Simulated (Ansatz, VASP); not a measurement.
# Two plane-wave programs on GaB3

```xyz
4
Lattice="2.6805 -2.9444 0.0000 2.6805 2.9444 0.0000 0.0000 0.0000 2.9118" Properties=species:S:1:pos:R:3 pbc="T T T"
Ga    2.6805    0.0000    1.4559
B     2.6805    2.1111    1.4559
B     2.6805   -2.1111    1.4559
B     0.0000    0.0000    0.0000
```

Alike in both runs: functional PBE; k mesh 6 × 6 × 4; occupations gaussian, width 0.1 eV; no spin polarisation.

Ansatz relaxed the structure, and its values are those at the end. VASP's run is a single point on that final structure, the one shown.

```csv
,VASP,Ansatz
version,VASP 6.6.1,Ansatz 0.2.0
potentials or method,"VASP PAW PBE potentials, release 64 (Ga_d, B)","scalar-relativistic, plane waves, PAW"
plane-wave cutoff (eV),520,420
valence electrons in the cell,22,22
```

|  | VASP | Ansatz | Ansatz less VASP |
| --- | --- | --- | --- |
| gap on the k mesh at the Fermi level (eV) | none | none | - |
| pressure (GPa) | 0.1 | 0.1 | -0.04 |
| rms of the force components (eV/Å) | 0.017 | 0.011 | -0.0056 |

A gap of «none» marks a metal or a gap that the smearing closes.

Caveats: the k mesh is coarse (spacing up to 0.54 Å⁻¹), so the values aren't converged.
